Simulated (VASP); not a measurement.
Here is the system:

```
CELL_PARAMETERS angstrom
     -1.65121     1.65121     1.65121
      1.65121    -1.65121     1.65121
      1.65121     1.65121    -1.65121
ATOMIC_POSITIONS crystal
  Nb 0.00000 0.00000 0.00000
```

Method: PBEsol GGA, VASP's PBE PAW potentials (set 64) (plane waves; VASP 6.6.1). Settings: 520 eV cut-off, 16×16×16 Γ-centred mesh, first-order Methfessel-Paxton smearing of 0.10 eV, potentials Nb_sv.

Question: What does the run give for the energy per atom (σ→0), pressure, band gap (on the k-mesh) with the smallest direct gap where there is one?

Answer: 
```json
{
  "band gap (on the k-mesh)": "none (metal, semimetal or under 0.01 eV)",
  "energy per atom (σ→0)": "-10946 meV/atom",
  "pressure": "-5.43 GPa"
}
```

The compound is Nb in the bcc structure. This cell is one point of a volume scan, at 1.03 of the reference volume.
